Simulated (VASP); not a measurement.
Here is the system:

```yaml
crystal:
  lattice:
    - [4.02251, 0.00000, 0.00000]
    - [-2.01126, 3.48360, 0.00000]
    - [0.00000, 0.00000, 6.43423]
  atoms:
    - { symbol: Mg, position: [0.33333, 0.66667, 0.99695] }
    - { symbol: Mg, position: [0.66667, 0.33333, 0.49695] }
    - { symbol: S, position: [0.33333, 0.66667, 0.37805] }
    - { symbol: S, position: [0.66667, 0.33333, 0.87805] }
```

Method: PBEsol GGA, VASP's PBE PAW potentials (set 64) (plane waves; VASP). Numerical set-up: 400 eV cut-off, 7×7×4 Γ-centred mesh, tetrahedra with Blöchl corrections, potentials Mg S.

Problem. Estimate the energy per atom (σ→0).

Solution. 
energy per atom (σ→0): -4.468 eV/atom

Only differences to runs with the same potentials and settings are physical.

The structure was generated: MgS was put into the wurtzite type (P6_3mc), which need not be its known phase. It was relaxed first.
